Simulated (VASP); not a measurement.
Given:

```
ZnSe
1.0
    0.00000     2.82474     2.82474
    2.82474     0.00000     2.82474
    2.82474     2.82474     0.00000
Zn Se
1 1
Direct
  0.00000   0.00000   0.00000
  0.25000   0.25000   0.25000
```

Method: TPSS meta-GGA, VASP's PBE PAW potentials (set 64) (plane waves; VASP). Run with 520 eV cut-off, 8×8×8 Γ-centred mesh, Gaussian smearing of 0.050 eV, potentials Zn Se.

Problem. Predict the energy per atom (σ→0), pressure, band gap (on the k-mesh) with the smallest direct gap where there is one.

Solution. 
```
Item                                           Value
-----------------------------------  ---------------
band gap (on the k-mesh)                     1.53 eV
smallest direct gap (on the k-mesh)          1.53 eV
energy per atom (σ→0)                -11.082 eV/atom
pressure                                    1.99 GPa
```

The absolute energy has meaning only against runs of the same code, potentials and settings.

The compound is ZnSe in the zinc blende structure. This cell is one point of a volume scan, at 0.97 of the reference volume.
